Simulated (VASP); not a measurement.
Computed with PBEsol GGA, VASP's PBE PAW potentials (set 64) (plane waves; VASP).

VASP ran on this input.

**INCAR**
```
ALGO=Normal
EDIFF=1E-6
EDIFFG=-0.02
ENCUT=400
GGA=PS
IBRION=2
ISIF=3
ISMEAR=1
LASPH=.TRUE.
LCHARG=.FALSE.
LMAXMIX=4
LREAL=.FALSE.
LWAVE=.FALSE.
NELM=100
NSW=60
PREC=Accurate
SIGMA=0.1
SYSTEM=RuS
```

**POSCAR**
```
RuS
1.0
  3.4501276755   0.0000000000   0.0000000000
 -1.7250638377   2.9878984776   0.0000000000
  0.0000000000   0.0000000000   5.4218228207
Ru S
2 2
Direct
  1.0000000000   0.0000000000   0.0000000000
  1.0000000000   1.0000000000   0.5000000000
  0.3333330000   0.6666670000   0.2500000000
  0.6666670000   0.3333330000   0.7500000000
```

KPOINTS:
```
Automatic mesh
0
G
 9 9 5
0 0 0
```

POTCAR, in this order: Ru_pv S (PBE.64 set). Program: vasp_std.

Output

File OSZICAR:
```
       N       E                     dE             d eps       ncg     rms          rms(c)
DAV:   1     0.323201169809E+03    0.32320E+03   -0.20234E+04  1848   0.137E+03
DAV:   2    -0.180524487634E+02   -0.34125E+03   -0.33710E+03  2080   0.414E+02
DAV:   3    -0.303779177064E+02   -0.12325E+02   -0.12181E+02  1968   0.785E+01
DAV:   4    -0.305866990683E+02   -0.20878E+00   -0.20859E+00  2032   0.995E+00
DAV:   5    -0.305910979677E+02   -0.43989E-02   -0.43990E-02  2080   0.138E+00    0.263E+01
DAV:   6    -0.299209779040E+02    0.67012E+00   -0.49815E+00  2048   0.177E+01    0.115E+01
DAV:   7    -0.298410478420E+02    0.79930E-01   -0.92199E-01  1968   0.779E+00    0.685E+00
DAV:   8    -0.297961721042E+02    0.44876E-01   -0.15761E-01  2056   0.337E+00    0.684E-01
DAV:   9    -0.297954564279E+02    0.71568E-03   -0.10457E-02  2008   0.595E-01    0.283E-01
DAV:  10    -0.297954609322E+02   -0.45043E-05   -0.13493E-03  1944   0.311E-01    0.568E-02
DAV:  11    -0.297954382113E+02    0.22721E-04   -0.12776E-04  1984   0.993E-02    0.334E-02
DAV:  12    -0.297954325211E+02    0.56902E-05   -0.14680E-05  2048   0.218E-02    0.878E-03
DAV:  13    -0.297954322183E+02    0.30283E-06   -0.21701E-06  1184   0.106E-02
   1 F= -.29795432E+02 E0= -.29796622E+02  d E =-.297954E+02
       N       E                     dE             d eps       ncg     rms          rms(c)
DAV:   1    -0.298418905613E+02   -0.46458E-01   -0.10314E+00  1840   0.960E+00    0.195E+00
DAV:   2    -0.298005817511E+02    0.41309E-01   -0.26142E-01  1872   0.448E+00    0.551E-01
DAV:   3    -0.297958991154E+02    0.46826E-02   -0.13048E-02  1872   0.915E-01    0.221E-01
DAV:   4    -0.297953034724E+02    0.59564E-03   -0.57869E-03  1992   0.416E-01    0.121E-01
DAV:   5    -0.297953108144E+02   -0.73420E-05   -0.27982E-04  2144   0.106E-01    0.830E-02
DAV:   6    -0.297953601890E+02   -0.49375E-04   -0.78616E-05  1936   0.570E-02    0.267E-02
DAV:   7    -0.297953537946E+02    0.63944E-05   -0.14604E-05  2024   0.247E-02    0.900E-03
DAV:   8    -0.297953535311E+02    0.26350E-06   -0.43989E-07   920   0.441E-03
   2 F= -.29795354E+02 E0= -.29796405E+02  d E =0.786872E-04
       N       E                     dE             d eps       ncg     rms          rms(c)
DAV:   1    -0.298084276854E+02   -0.13074E-01   -0.27117E-01  1832   0.494E+00    0.980E-01
DAV:   2    -0.297975918648E+02    0.10836E-01   -0.69855E-02  1872   0.233E+00    0.285E-01
DAV:   3    -0.297962978068E+02    0.12941E-02   -0.36391E-03  1880   0.483E-01    0.120E-01
DAV:   4    -0.297961411818E+02    0.15663E-03   -0.15435E-03  1992   0.212E-01    0.602E-02
DAV:   5    -0.297961385230E+02    0.26588E-05   -0.80318E-05  2128   0.578E-02    0.410E-02
DAV:   6    -0.297961423986E+02   -0.38756E-05   -0.19542E-05  1920   0.290E-02    0.112E-02
DAV:   7    -0.297961421052E+02    0.29342E-06   -0.34652E-06  1696   0.120E-02
   3 F= -.29796142E+02 E0= -.29797263E+02  d E =-.709887E-03
       N       E                     dE             d eps       ncg     rms          rms(c)
DAV:   1    -0.297983892637E+02   -0.22469E-02   -0.83663E-02  1728   0.212E+00    0.324E-01
DAV:   2    -0.297966531006E+02    0.17362E-02   -0.35516E-03  1904   0.458E-01    0.122E-01
DAV:   3    -0.297962765245E+02    0.37658E-03   -0.10726E-03  2048   0.187E-01    0.381E-02
DAV:   4    -0.297962679428E+02    0.85817E-05   -0.90735E-05  2216   0.685E-02    0.266E-02
DAV:   5    -0.297962660939E+02    0.18489E-05   -0.65353E-06  1880   0.178E-02    0.900E-03
DAV:   6    -0.297962653085E+02    0.78543E-06   -0.15364E-06  1272   0.696E-03
   4 F= -.29796265E+02 E0= -.29797290E+02  d E =-.123203E-03
       N       E                     dE             d eps       ncg     rms          rms(c)
DAV:   1    -0.297964886710E+02   -0.22258E-03   -0.76273E-03  1728   0.640E-01    0.989E-02
DAV:   2    -0.297963263179E+02    0.16235E-03   -0.32947E-04  1896   0.139E-01    0.367E-02
DAV:   3    -0.297962937718E+02    0.32546E-04   -0.96465E-05  2048   0.563E-02    0.115E-02
DAV:   4    -0.297962937788E+02   -0.70841E-08   -0.84818E-06  1952   0.211E-02
   5 F= -.29796294E+02 E0= -.29797349E+02  d E =-.151674E-03
```

OUTCAR:
```
------------------------ aborting loop because EDIFF is reached ----------------------------------------
  FORCE on cell =-STRESS in cart. coord.  units (eV):
  Direction    XX          YY          ZZ          XY          YZ          ZX
  --------------------------------------------------------------------------------------
  Total        0.0078338      0.0078338     -0.0005161      0.0000000      0.0000000     -0.0000000
  in kB        0.2253402      0.2253403     -0.0148450      0.0000000      0.0000000     -0.0000000
  external PRESSURE =       0.1452785 kB  Pullay stress =       0.0000000 kB
  volume of cell :       55.70
      direct lattice vectors                 reciprocal lattice vectors
     3.441542314 -0.000000000  0.000000000     0.290567399  0.167759151 -0.000000000
    -1.720771157  2.980463334 -0.000000000     0.000000000  0.335518303  0.000000000
     0.000000000 -0.000000000  5.430070859    -0.000000000  0.000000000  0.184159659
 POSITION                                       TOTAL-FORCE (eV/Angst)
 -----------------------------------------------------------------------------------
      0.00000      0.00000      0.00000         0.000000     -0.000000      0.000000
      0.00000     -0.00000      2.71504         0.000000     -0.000000      0.000000
     -0.00000      1.98698      1.35752        -0.000000      0.000000     -0.000000
      1.72077      0.99349      4.07255         0.000000     -0.000000      0.000000
 -----------------------------------------------------------------------------------
    total drift:                                0.000000     -0.000000      0.000000
  FREE ENERGIE OF THE ION-ELECTRON SYSTEM (eV)
  ---------------------------------------------------
  free  energy   TOTEN  =       -29.7962937788 eV

  energy  without entropy=      -29.7994595648  energy(sigma->0) =      -29.79734904

 reached required accuracy - stopping structural energy minimisation
```
(Selected blocks of OUTCAR.)

### CONTCAR
```
RuS
   1.00000000000000
     3.4415423137949732   -0.0000000000001436    0.0000000000000000
    -1.7207711568477355    2.9804633342901266   -0.0000000000000000
     0.0000000000000000   -0.0000000000000000    5.4300708594446965
  Ru              S
     2     2
Direct
     0.0000000000000000    0.0000000000000000    0.0000000000000000
     0.0000000000000000    0.0000000000000000    0.5000000000000000
     0.3333330000000032    0.6666669999999968    0.2500000000000000
     0.6666669999999968    0.3333330000000032    0.7500000000000000
```

The structure was generated: RuS was put into the NiAs type type (P6_3/mmc), which need not be its known phase. This run relaxes it. Symmetry was kept, so distortions that lower it aren't found. The start is the result of an earlier pass.
